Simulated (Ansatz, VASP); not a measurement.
**BeOs in VASP and in Ansatz**

File INCAR:

```
SYSTEM = BeOs
ALGO = Normal ; EDIFF = 1E-6
EDIFFG = -0.04 ; ENCUT = 600
GGA = PE ; IBRION = 2
ISIF = 3 ; ISMEAR = 0
LASPH = .TRUE. ; LCHARG = .FALSE.
LREAL = .FALSE. ; LWAVE = .FALSE.
NELM = 100 ; NSW = 90
PREC = Accurate ; SIGMA = 0.1
```

KPOINTS

```
k-points
0
G
  6 6 6
  0 0 0
```

The input POSCAR:

```
BeOs
1.0
    0.0000000000      2.3092740300      2.3092740300
    2.3092740300      0.0000000000      2.3092740300
    2.3092740300      2.3092740300      0.0000000000
Be Os
1 1
Direct
    0.0000000000      0.0000000000      0.0000000000
    0.5000000000      0.5000000000      0.5000000000
```

Input for Ansatz:

```yaml
crystal:
  lattice:
    - [0.0, 2.30927403, 2.30927403]
    - [2.30927403, 0.0, 2.30927403]
    - [2.30927403, 2.30927403, 0.0]
  atoms:
    - { symbol: Be, position: [0.0, 0.0, 0.0] }
    - { symbol: Os, position: [0.5, 0.5, 0.5] }
basis:
  ecutwfc: 420
kpoints:
  mp_grid: { grid: [6, 6, 6] }
hamiltonian:
  xc: pbe
scf:
  occupations: { method: gaussian, width: 0.1 }
  lower_state_search: "off"
output:
  forces: true
  stress: true
  eigenvalues: true
relax:
  adjacent_minimum: "off"
  f_tol: 0.04
  max_steps: 70
  cell: { stress_tol: 0.4 }
```

Change from the starting cell: species swapped into the GdBi type (Fm-3m, No. 225).

Alike in both runs: task relaxation of cell and atoms; functional PBE; k mesh 6 × 6 × 6; occupations gaussian, width 0.1 eV; no spin polarisation.

|  | VASP | Ansatz |
| --- | --- | --- |
| version | VASP 6.6.1 | Ansatz 0.2.0 |
| potentials or method | VASP PAW PBE potentials, release 64 (Be, Os) | scalar-relativistic, plane waves, PAW |
| plane-wave cutoff (eV) | 600 | 420 |
| valence electrons in the cell | 10 | 18 |

Ansatz gave:

| Quantity | Value |
| --- | --- |
| gap on the k mesh at the Fermi level, each at its own relaxed structure (eV) | none |
| relaxed volume (Å³/atom) | 11.50 |
| relaxed cell length with the largest relative difference (Å) | 3.192 |
| energy change over the relaxation (meV/atom) | -35 |

**Question.** Estimate VASP's values.

**Answer.** gap on the k mesh at the Fermi level, each at its own relaxed structure (eV): none; relaxed volume (Å³/atom): 11.54; relaxed cell length with the largest relative difference (Å): 3.196; energy change over the relaxation (meV/atom): -33.

A gap of «none» marks a metal or a gap that the smearing closes. The two sets of potentials don't hold the same shells in valence.

Caveats: the k mesh is coarse (spacing up to 0.39 Å⁻¹), so the values aren't converged. The runs have no spin-orbit coupling, so splittings on Os are missing.
